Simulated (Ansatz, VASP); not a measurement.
## One calculation of B4Ru, two programs

```xyz
5
Lattice="3.5283 0.0000 0.0000 -1.7642 3.0556 0.0000 0.0000 0.0000 4.1184" Properties=species:S:1:pos:R:3 pbc="T T T"
B     1.7642    0.0000    0.0000
B    -0.8821    1.5278    0.0000
B     0.8821    1.5278    0.0000
B     0.0000    0.0000    0.0000
Ru    0.0000    0.0000    2.0592
```

Alike in both runs: task single point; functional PBE; k mesh 6 × 6 × 4; occupations gaussian, width 0.1 eV; collinear spin.

|  | VASP | Ansatz |
| --- | --- | --- |
| version | VASP 6.6.1 | Ansatz 0.2.0 |
| potentials or method | VASP PAW PBE potentials, release 64 (B, Ru_pv) | scalar-relativistic, plane waves, PAW |
| plane-wave cutoff (eV) | 520 | 420 |
| valence electrons in the cell | 26 | 28 |

|  | VASP | Ansatz | Ansatz less VASP |
| --- | --- | --- | --- |
| gap on the k mesh at the Fermi level (eV) | none | none | - |
| pressure (GPa) | 0.2 | 0.1 | -0.01 |
| largest component of the traceless stress (GPa) | 0.12 | 0.27 | +0.147 |
| net moment per atom (μB) | 0.04 | 0.04 | 0.000 |
| size of the moment on the site where the two differ most (μB) | 0.19 | 0.14 | -0.046 |

Site moments also hang on the region over which each program counts them. A gap of «none» marks a metal or a gap that the smearing closes. The two sets of potentials don't hold the same shells in valence.

Caveats: the k mesh is coarse (spacing up to 0.38 Å⁻¹), so the values aren't converged.
